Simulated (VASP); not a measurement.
Method: r2SCAN+rVV10, VASP's PBE PAW potentials (set 64) (plane waves; VASP).

VASP input:

### INCAR
```
# general
SYSTEM  =BN
PREC    =Accurate
ENCUT   =520
LREAL   =F
LASPH   =T

# electronic loop
EDIFF   =1E-7
NELM    =100
ALGO    =Normal
LMIXTAU =T

# smearing
ISMEAR  =0
SIGMA   =0.05

# functional
METAGGA =R2SCAN
LUSE_VDW=T
BPARAM  =11.95
CPARAM  =0.0093

# ions
IBRION  =2
NSW     =30
ISIF    =4
EDIFFG  =-0.01

# output
LWAVE   =F
LCHARG  =F
```

KPOINTS:
```
Automatic mesh
0
gamma
  10 10 5
0 0 0
```

**POSCAR**
```
BN
1.0
  1.2593149379  -2.1811976718   0.0000000000
  1.2593149379   2.1811976718   0.0000000000
  0.0000000000   0.0000000000   4.1661992598
B N
2 2
direct
  0.6666670000   0.3333330000   0.5002419187
  0.3333330000   0.6666670000   0.0002419187
  0.6666670000   0.3333330000   0.8747580813
  0.3333330000   0.6666670000   0.3747580813
```

POTCAR, in this order: B N (PBE.64 set). Program: vasp_std.

Output of the run:

### OSZICAR
```
       N       E                     dE             d eps       ncg     rms          rms(c)
DAV:   1     0.466044433937E+02    0.46604E+02   -0.92301E+03  1008   0.135E+03
DAV:   2    -0.418332828236E+02   -0.88438E+02   -0.82799E+02  1416   0.285E+02
DAV:   3    -0.445939246614E+02   -0.27606E+01   -0.27489E+01  1340   0.517E+01
DAV:   4    -0.446094818321E+02   -0.15557E-01   -0.15552E-01  1220   0.408E+00
DAV:   5    -0.446096491937E+02   -0.16736E-03   -0.16731E-03  1320   0.388E-01    0.959E+00
DAV:   6    -0.379082434849E+02    0.67014E+01   -0.32370E+00  1264   0.155E+01    0.553E+00
DAV:   7    -0.379951176610E+02   -0.86874E-01   -0.79225E-01  1176   0.977E+00    0.252E+00
DAV:   8    -0.392079509136E+02   -0.12128E+01   -0.91573E-01  1116   0.959E+00    0.165E+00
DAV:   9    -0.378369681722E+02    0.13710E+01   -0.42053E-01  1032   0.768E+00    0.344E-01
DAV:  10    -0.380330219439E+02   -0.19605E+00   -0.70807E-02  1088   0.303E+00    0.143E-01
DAV:  11    -0.380337740336E+02   -0.75209E-03   -0.48192E-03  1220   0.915E-01    0.152E-01
DAV:  12    -0.380324881771E+02    0.12859E-02   -0.35757E-03  1172   0.619E-01    0.103E-01
DAV:  13    -0.380372289966E+02   -0.47408E-02   -0.15260E-03  1044   0.452E-01    0.468E-02
DAV:  14    -0.380374895647E+02   -0.26057E-03   -0.14332E-04  1256   0.132E-01    0.481E-03
DAV:  15    -0.380374725694E+02    0.16995E-04   -0.57816E-06  1224   0.307E-02    0.486E-03
DAV:  16    -0.380374803594E+02   -0.77900E-05   -0.18829E-07   940   0.557E-03    0.404E-03
DAV:  17    -0.380374690576E+02    0.11302E-04   -0.16661E-06  1140   0.131E-02    0.301E-03
DAV:  18    -0.380374721376E+02   -0.30799E-05   -0.21027E-07   836   0.488E-03    0.122E-03
DAV:  19    -0.380374716944E+02    0.44312E-06   -0.17244E-08   580   0.169E-03    0.271E-04
DAV:  20    -0.380374722418E+02   -0.54739E-06   -0.99695E-09   544   0.935E-04    0.129E-04
DAV:  21    -0.380374722282E+02    0.13681E-07   -0.23051E-09   528   0.611E-04
   1 F= -.38037472E+02 E0= -.38037472E+02  d E =-.380375E+02
       N       E                     dE             d eps       ncg     rms          rms(c)
DAV:   1    -0.380374395273E+02    0.32715E-04   -0.11154E-02  1148   0.104E+00    0.195E-02
DAV:   2    -0.380374497312E+02   -0.10204E-04   -0.15912E-04  1244   0.126E-01    0.129E-02
DAV:   3    -0.380374588870E+02   -0.91558E-05   -0.55281E-06  1256   0.313E-02    0.535E-03
DAV:   4    -0.380374464547E+02    0.12432E-04   -0.24902E-06  1252   0.198E-02    0.164E-03
DAV:   5    -0.380374563343E+02   -0.98796E-05   -0.76944E-07  1160   0.149E-02    0.117E-03
DAV:   6    -0.380374516063E+02    0.47280E-05   -0.35222E-07  1088   0.857E-03    0.357E-04
DAV:   7    -0.380374528681E+02   -0.12618E-05   -0.81946E-08   588   0.329E-03    0.128E-04
DAV:   8    -0.380374528115E+02    0.56634E-07   -0.35550E-09   544   0.730E-04
   2 F= -.38037453E+02 E0= -.38037453E+02  d E =0.194167E-04
       N       E                     dE             d eps       ncg     rms          rms(c)
DAV:   1    -0.380374890737E+02   -0.36206E-04   -0.37486E-03  1144   0.601E-01    0.113E-02
DAV:   2    -0.380374968305E+02   -0.77568E-05   -0.53366E-05  1244   0.729E-02    0.751E-03
DAV:   3    -0.380374895463E+02    0.72843E-05   -0.18584E-06  1264   0.182E-02    0.309E-03
DAV:   4    -0.380374966732E+02   -0.71269E-05   -0.84786E-07  1252   0.115E-02    0.954E-04
DAV:   5    -0.380374915267E+02    0.51465E-05   -0.26324E-07  1068   0.871E-03    0.673E-04
DAV:   6    -0.380374942937E+02   -0.27670E-05   -0.11581E-07   604   0.495E-03    0.193E-04
DAV:   7    -0.380374936918E+02    0.60183E-06   -0.33753E-08   536   0.206E-03    0.734E-05
DAV:   8    -0.380374937164E+02   -0.24512E-07   -0.10062E-09   516   0.388E-04
   3 F= -.38037494E+02 E0= -.38037494E+02  d E =-.214882E-04
```

**OUTCAR**
```
------------------------ aborting loop because EDIFF is reached ----------------------------------------
  FORCE on cell =-STRESS in cart. coord.  units (eV):
  Direction    XX          YY          ZZ          XY          YZ          ZX
  --------------------------------------------------------------------------------------
  Total        1.8108415      1.8108419      1.8213362      0.0000000      0.0000000      0.0000000
  in kB      126.7627401    126.7627657    127.4973894      0.0000000      0.0000000      0.0000000
  external PRESSURE =     127.0076318 kB  Pullay stress =       0.0000000 kB
  volume of cell :       22.89
      direct lattice vectors                 reciprocal lattice vectors
     1.259260106 -2.181102705  0.000000000     0.397058556 -0.229241841  0.000000000
     1.259260106  2.181102705 -0.000000000     0.397058556  0.229241841 -0.000000000
     0.000000000  0.000000000  4.166562074     0.000000000  0.000000000  0.240006025
  FREE ENERGIE OF THE ION-ELECTRON SYSTEM (eV)
  ---------------------------------------------------
  free  energy   TOTEN  =       -38.0374937164 eV

  energy  without entropy=      -38.0374937164  energy(sigma->0) =      -38.03749372

 reached required accuracy - stopping structural energy minimisation
```
(Selected blocks of OUTCAR.)

File CONTCAR:
```
BN
   1.00000000000000
     1.2592601064560998   -2.1811027049127807    0.0000000000000000
     1.2592601064560998    2.1811027049127807   -0.0000000000000000
     0.0000000000000000    0.0000000000000000    4.1665620743122700
  B               N
     2     2
Direct
     0.6666669999999968    0.3333330000000032    0.5003507621434055
     0.3333330000000032    0.6666669999999968    0.0003507621434055
     0.6666669999999968    0.3333330000000032    0.8746492378565945
     0.3333330000000032    0.6666669999999968    0.3746492378565945
```

The compound is BN in the wurtzite structure, a metastable high-pressure form. This cell is one point of a volume scan, at 0.97 of the reference volume. Symmetry was kept, so distortions that lower it aren't found.
